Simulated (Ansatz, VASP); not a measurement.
# Al9Ga4P11O48 (Al_P1) in two plane-wave programs, part 2 of 2

Wanted: the spread between two codes on one cell, functional and k mesh. The cell is taken from a series of runs on this material, whose earlier steps may have relaxed, scaled, displaced or heated it; both programs get it as it stands.

VASP 6.6.1 and Ansatz 0.2.0.

So far: The starting structure; Ansatz: single point, r2SCAN.

## 3. VASP: single point, r2SCAN

Level of this step: r2SCAN, spin-polarised from a ferromagnetic start; plane waves and PAW (Al, Ga_d, P, O) (VASP).

The same cell, functional, mesh and smearing now go to VASP, with its own data sets.

Lines of VASP's logs that name or quote its potential files are left out, and so is its time.

Input file INCAR:

```
SYSTEM = Al9Ga4P11O48
PREC = Accurate
ENCUT = 580
EDIFF = 1E-06
NELM = 200
ISMEAR = -1
SIGMA = 0.01
LREAL = Auto
ALGO = Normal
METAGGA = R2SCAN
LASPH = .TRUE.
NELECT = 423
NBANDS = 264
ISPIN = 2
MAGMOM = -0 0 -0 0 -0 -0 -0 -0 -0 0 0 -0 0 0 -0 -0 -0 -0 -0 -0 -0 -0 -0 -0 -0 0 0 0 0 0 -0 0 0 0 0 0 -0 0.29 0 0 0 -0 0.01 0 0.1 0 0 0 -0 0.01 0 0 0 0 0 0 0 0 0 0 -0 -0 0 0.29 0 -0 0 0 0 0 0.12 0.01
LORBIT = 11
LWAVE = .FALSE.
LCHARG = .FALSE.
ISIF = 2
ISYM = 0
NUPDOWN = 1
GGA_COMPAT = .FALSE.
LMIXTAU = .TRUE.
NCORE = 2
```

Input file POSCAR:

```
Al9Ga4P11O48
1.0
    8.5754128112     -4.9779479945     -0.0427180058
    8.5754128112      4.9779479945     -0.0427180058
   -0.0838676572      0.0000000000     11.0343038487
Al Ga P O
9 4 11 48
Direct
    0.2611823702      0.5118854480      0.1749913234
    0.0028982537      0.2338162920      0.8326370551
    0.2787993143      0.9986648978      0.1657617164
    0.9961898094      0.7370344081      0.8324606557
    0.4984694668      0.7137865657      0.3302085295
    0.7799404585      0.4903412906      0.1690880030
    0.4991620945      0.2374971484      0.8331174605
    0.7680435668      0.0016343888      0.1673739878
    0.5002337486      0.7289792261      0.8334889518
    0.2359033663      0.2654693266      0.5013241837
    0.2262820227      0.7661919794      0.4956072695
    0.7391097200      0.2704412820      0.4934656367
    0.7188061236      0.7753737550      0.5018250313
    0.2321480177      0.2749724951      0.0025495903
    0.2687750082      0.9992188529      0.6666574368
    0.4974518270      0.2387936222      0.3327505281
    0.2321314584      0.7710173941      0.0002622694
    0.2619372616      0.5072499801      0.6701596598
    0.7426506287      0.2620438966      0.9965517166
    0.7675106174      0.0088242439      0.6653865517
    0.0088505147      0.2255747854      0.3295705520
    0.7351864511      0.7632074003      0.0024970424
    0.7700934093      0.5049262086      0.6676778083
    0.9867044958      0.7360709035      0.3371604954
    0.2051410168      0.4510655654      0.5602421876
    0.4348774097      0.3616406265      0.2327057838
    0.3539555091      0.2153602943      0.9009784466
    0.0528698192      0.2909882725      0.4415788961
    0.1491862577      0.0625151737      0.7698793259
    0.2903357430      0.1541902414      0.1036374953
    0.2054618766      0.4304405664      0.0543670289
    0.4168212122      0.3761262368      0.7190090216
    0.3703397550      0.2034840683      0.3745394587
    0.0779115773      0.2997652734      0.9486248136
    0.1451530641      0.0707789333      0.2863820468
    0.3048610384      0.1267021240      0.6256168212
    0.2018387342      0.9498395924      0.5602654170
    0.4538649982      0.8513483234      0.2169407641
    0.3555699387      0.7039127041      0.9000967747
    0.0332163269      0.7954343687      0.4507013177
    0.1394569182      0.5612924978      0.7711420935
    0.2851879150      0.6549029250      0.1048002525
    0.2090977363      0.9272240073      0.0473363816
    0.4205051851      0.8659339196      0.7177889987
    0.3431475482      0.6863304736      0.3656944306
    0.0764493258      0.7990061981      0.9474206270
    0.1190473814      0.5818015957      0.2875104272
    0.2870112805      0.6414698139      0.6319746310
    0.7128985164      0.4523532361      0.5562456938
    0.9597876054      0.3411266946      0.2243932761
    0.8622601519      0.1978600510      0.8935706652
    0.5518842544      0.2971084164      0.4425645405
    0.6444757524      0.0683741338      0.7662945388
    0.7985671471      0.1417470439      0.0987033856
    0.7253095203      0.4150926994      0.0438992678
    0.9234643567      0.3721367817      0.7173851628
    0.8771967820      0.1944693893      0.3684621322
    0.5840200302      0.2938685904      0.9477288832
    0.6304609431      0.0875076456      0.2816114231
    0.8008663713      0.1376120588      0.6239964061
    0.7069609386      0.9565929996      0.5563857296
    0.9367317624      0.8571819600      0.2350884881
    0.8536398032      0.7094657173      0.8987899867
    0.5343248651      0.8016881110      0.4560918551
    0.6466145625      0.5584777777      0.7678612586
    0.7991473915      0.6404892154      0.1021952708
    0.7066936172      0.9200028339      0.0534552499
    0.9187093029      0.8754829475      0.7174586739
    0.8529196916      0.7075005496      0.3719367707
    0.5805152221      0.7880249046      0.9500143995
    0.6544123473      0.5390042006      0.2867302651
    0.7995603444      0.6373355054      0.6300413739
```

Input file KPOINTS:

```
Points of the shifted mesh
1
Reciprocal
 0.2500000000  0.2500000000  0.2500000000 1
```

PAW data sets: Al, Ga_d, P and O (PBE family, release 64).

Run with:

```bash
$ mpirun -np 8 vasp_std
```

Numbers of over 12 decimals in the logs are rounded to 6 here.

The program printed:

```text
[banner, memory and clock lines left out]
running    8 mpi-ranks, on    1 nodes
[...]
|                                                                             |
|               ----> ADVICE to this user running VASP <----                  |
|                                                                             |
|     You enforced a specific xc type in the INCAR file but a different       |
|     [... a line on the potential file left out ...]
|     I HOPE YOU KNOW WHAT YOU ARE DOING!                                     |
|                                                                             |

 LDA part: xc-table for (None), standard interpolation
 POSCAR, INCAR and KPOINTS ok, starting setup
[...]
entering main loop
       N       E                     dE             d eps       ncg     rms          rms(c)
DAV:   1     0.563371050112E+04    0.56337E+04   -0.19819E+05  1056   0.192E+03
DAV:   2     0.938616469753E+02   -0.55398E+04   -0.52296E+04  1272   0.506E+02
DAV:   3    -0.804261842629E+03   -0.89812E+03   -0.87929E+03  1272   0.222E+02
DAV:   4    -0.871972385284E+03   -0.67711E+02   -0.67169E+02  1528   0.610E+01
DAV:   5    -0.873853401652E+03   -0.18810E+01   -0.18749E+01  1424   0.105E+01BRMIX: very serious problems
 the old and the new charge density differ
 old charge density:   422.00000 new  423.00000
    0.839E+01
DAV:   6    -0.737506758094E+03    0.13635E+03   -0.19372E+02  1632   0.454E+01    0.453E+01
DAV:   7    -0.686662388603E+03    0.50844E+02   -0.37351E+01  1464   0.154E+01    0.127E+01
DAV:   8    -0.729177452887E+03   -0.42515E+02   -0.21526E+01  1368   0.145E+01    0.903E+00
DAV:   9    -0.693658543202E+03    0.35519E+02   -0.60918E+00  1144   0.702E+00    0.577E+00
[...]
DAV:  27    -0.681221820338E+03    0.13524E-05   -0.58702E-07   864   0.288E-03    0.142E-03
DAV:  28    -0.681221821913E+03   -0.15755E-05   -0.41422E-07   784   0.220E-03    0.110E-03
DAV:  29    -0.681221821775E+03    0.13759E-06   -0.12253E-07   664   0.133E-03
   1 F= -.68122182E+03 E0= -.68122182E+03  d E =-.522750E-08  mag=     1.0000
```

From OUTCAR (step 3):

```text
  Total       -8.4735347     -5.8643013     -8.6043301     -2.1439814      0.8441861     -0.1147775
  in kB      -14.4115705     -9.9738534    -14.6340241     -3.6464286      1.4357700     -0.1952106
  external PRESSURE =     -13.0064827 kB  Pullay stress =       0.0000000 kB

 POSITION                                       TOTAL-FORCE (eV/Angst)
 -----------------------------------------------------------------------------------
      6.61470      1.24799      1.89788         0.035829     -0.025745     -0.004833
      1.96009      1.14950      9.17746        -0.027388     -0.015908     -0.005663
     10.94088      3.58345      1.77449        -0.007890      0.209473     -0.066714
     14.79330     -1.29006      9.11158        -0.024185     -0.008710      0.013110
     10.36790      1.07184      3.59184        -0.345390     -0.170922      0.014864
     10.87901     -1.44161      1.81150        -0.006607     -0.021610      0.030100
      6.24729     -1.30255      9.16140        -0.009513      0.000121      0.006232
      6.58627     -3.81515      1.81398         0.045166     -0.002306      0.007200
     10.47111      1.13868      9.14446        -0.038679     -0.012919      0.003500
      4.25743      0.14718      5.51035        -0.006913      0.028770     -0.020877
      8.46931      2.68764      5.42628         0.013321     -0.015961     -0.058164
      8.61593     -2.33301      5.40192         0.004887      0.030989     -0.005262
     12.77112      0.28159      5.47346         0.147603     -0.096859      0.017252
      4.34855      0.21318      0.00647         0.000598      0.064450      0.004362
[...]
-----------------------------------------------------------------------------------
    total drift:                               -0.010114     -0.008104     -0.022596

  FREE ENERGIE OF THE ION-ELECTRON SYSTEM (eV)
  ---------------------------------------------------
  free  energy   TOTEN  =      -681.2218217755 eV

  energy  without entropy=     -681.2218217702  energy(sigma->0) =     -681.22182177

 magnetization (x)
# of ion       s       p       d       tot
------------------------------------------
    1       -0.000  -0.000   0.000  -0.000
    2        0.000   0.000   0.000   0.000
    3       -0.002  -0.002   0.000  -0.004
    4        0.000   0.000   0.000   0.000
    5       -0.004  -0.008   0.000  -0.012
    6       -0.001  -0.001   0.000  -0.002
    7       -0.000  -0.000   0.000  -0.000
    8       -0.000  -0.000   0.000  -0.000
    9       -0.000   0.000   0.000  -0.000
   10        0.000  -0.000   0.000   0.000
   11       -0.002  -0.002   0.001  -0.002
   12       -0.000  -0.000  -0.000  -0.000
   13       -0.004  -0.005   0.005  -0.004
[...]
--------------------------------------------------
tot          0.003   0.830   0.006   0.838

[... 3 further parts left out ...]
[key lines of the parts left out:]
E-fermi :   1.3006
```

The cell is charged against a uniform background.

The run ends at a pressure of -1.30 GPa, with forces up to 0.62 eV/Å.

## 4. Differences

Known differences besides the potentials themselves: VASP starts from the moments at which Ansatz ended; VASP keeps PBE cores, Ansatz makes them for the functional; the cutoff is 500 eV in Ansatz and 580 eV in VASP (PREC = Accurate, projectors in real space); site moments are counted in spheres of each program's own size. Total energies have different zeros and are not compared.

Both answers:

```csv
quantity,Ansatz,VASP,difference
"total moment, fixed by the input (μB)",1.00,1.00,0.00
moment on O38 (μB),0.29,0.30,-0.01
moment on O64 (μB),0.29,0.29,-0.01
moment on O71 (μB),0.12,0.12,-0.01
moment on O45 (μB),0.10,0.10,0.00
```

Forces on 7 of the 72 atoms, those with the largest forces and the largest differences (eV/Å; atoms numbered as in POSCAR):

```csv
atom,"Ansatz x, y, z","VASP x, y, z"
O25,"0.170, -0.064, 0.278","0.354, -0.007, 0.450"
O28,"-0.155, -0.086, -0.268","-0.337, -0.038, -0.439"
O37,"0.219, -0.067, 0.288","0.393, -0.026, 0.452"
O40,"-0.194, -0.058, -0.308","-0.357, -0.009, -0.454"
O48,"-0.339, -0.080, 0.060","-0.511, -0.175, 0.177"
O49,"0.189, -0.057, 0.308","0.372, -0.005, 0.490"
O52,"-0.191, -0.072, -0.282","-0.378, -0.015, -0.448"
```

The forces differ by 88 meV/Å r.m.s., which is 39.8 % of the r.m.s. force of 0.222 eV/Å (both taken over all components). The cell carries a charge of -1 e against a uniform background, so its pressure also hangs on how the neutralising background is counted, and in a defect's cell a gap may be the spacing between its levels.

## 5. Outcome

```
r.m.s. force difference (single point, r2SCAN) : 40 % of the r.m.s. force
```

The r.m.s. force difference is 40 % of the r.m.s. force (single point, r2SCAN), beyond the 3 % picked in this series as the mark of a large difference. What causes the difference of the single point, r2SCAN pair stays open here. Such differences can come from data sets, numerical settings and the points named under the comparisons, not from the functional's error against experiment.

[Lines on the potential files, build, host, timing and source positions are cut from VASP's logs without a mark.]

[Logs are printed without paths, hosts, clocks, repeated set-up lines and the standing remarks that a program may print on its own settings, such as how far it seeks lower states.]

[Hosts, paths, dates, database ids (printed as entryN), source tags and the programs' standing remarks are cut or masked in the printed files.]
